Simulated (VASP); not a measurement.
# MgH: single point with PBE

MgH:

```xyz
2
Lattice="2.9756 0.0000 0.0000 0.0000 2.9756 0.0000 0.0000 0.0000 3.1855" Properties=species:S:1:pos:R:3 pbc="T T T"
Mg    1.4878    1.4878    0.0000
H     0.0000    0.0000    0.0000
```

The cell was built by a generator and needn't be a form met in nature.

The cell isn't the ideal one: random cell by space group and Wyckoff sites (P4/mmm, No. 123).

```
Program             : VASP 6.6.1
Task                : single point
Functional          : PBE
Potentials or basis : VASP PAW PBE potentials, release 64 (Mg, H)
Cutoff              : 520 eV
k mesh              : 6 × 6 × 6
Occupations         : gaussian, width 0.1 eV
Spin                : no spin polarisation
```

The pressure is -0.1 GPa and the band gap on the k mesh is none (metal or under the smearing width).

Stress tensor (GPa, compression positive):
```
-0.08  0.00  0.00
 0.00 -0.08  0.00
 0.00  0.00 -0.22
```

Levels at points of the mesh, in eV from the Fermi level:
```tsv
k point	band 1	band 2	band 3	band 4	band 5	band 6
(0.00, 0.00, 0.00)	-8.37	3.12	7.28	8.25	9.14	9.14
(0.50, 0.00, 0.00)	-5.66	-2.42	7.74	9.69	10.70	11.25
(0.50, 0.50, 0.00)	-3.66	1.02	1.02	2.45	13.90	14.08
(0.00, 0.00, 0.50)	-6.58	-2.25	9.31	10.07	11.49	11.49
(0.50, 0.00, 0.50)	-4.44	0.97	1.35	2.22	11.53	13.52
(0.50, 0.50, 0.50)	-2.85	3.39	3.39	4.78	5.74	5.74
```

It took 11 s on 1 thread of Intel(R) Xeon(R) Platinum 8175M CPU @ 2.50GHz (Skylake/Cascade Lake) (shared host), peak memory 0.14 GiB.
